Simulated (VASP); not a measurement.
Crystal: Ag3F.

```
Ag F
1.0
     0.00000    3.21609    3.21609
     3.21609    0.00000    3.21609
     3.21609    3.21609    0.00000
Ag F
3 1
Direct
  0.25000 0.25000 0.25000
  0.75000 0.75000 0.75000
  0.50000 0.50000 0.50000
  0.00000 0.00000 0.00000
```

The cell was built by a generator and needn't be a form met in nature.

* Program: VASP 6.6.1
* Task: relaxation of cell and atoms
* Functional: BLYP
* Dispersion: D3(BJ)
* Potentials or basis: VASP PAW PBE potentials, release 64 (Ag, F)
* Cutoff: 600 eV
* k mesh: 5 × 5 × 5
* Occupations: fermi-dirac, width 0.05 eV
* Spin: no spin polarisation

At the start: pressure -3.4 GPa; volume 16.63 Å³/atom.

Problem. Where does the relaxation end?

Solution. Over 3 steps the energy falls by 8.3 meV/atom and the volume is 15.90 Å³/atom (-4.4 %); space group Fm-3m (No. 225, to 0.05 Å).

The path:
```tsv
step	energy change (eV)	largest force (eV/Å)	pressure (GPa)	volume (Å³)
1	0.0000	0.0000	-3.43	66.53
2	-0.0325	0.0000	0.61	63.16
3	-0.0333	0.0000	0.00	63.58
```

Final structure:
```yaml
crystal:
  lattice:
    - [0.00000, 3.16791, 3.16791]
    - [3.16791, 0.00000, 3.16791]
    - [3.16791, 3.16791, 0.00000]
  atoms:
    - { symbol: Ag, position: [0.25000, 0.25000, 0.25000] }
    - { symbol: Ag, position: [0.75000, 0.75000, 0.75000] }
    - { symbol: Ag, position: [0.50000, 0.50000, 0.50000] }
    - { symbol: F, position: [0.00000, 0.00000, 0.00000] }
```

Caveat: the PAW data sets were made with another functional, which shifts forces and pressure a little; pairwise dispersion overbinds metals, which lowers pressure and volume.
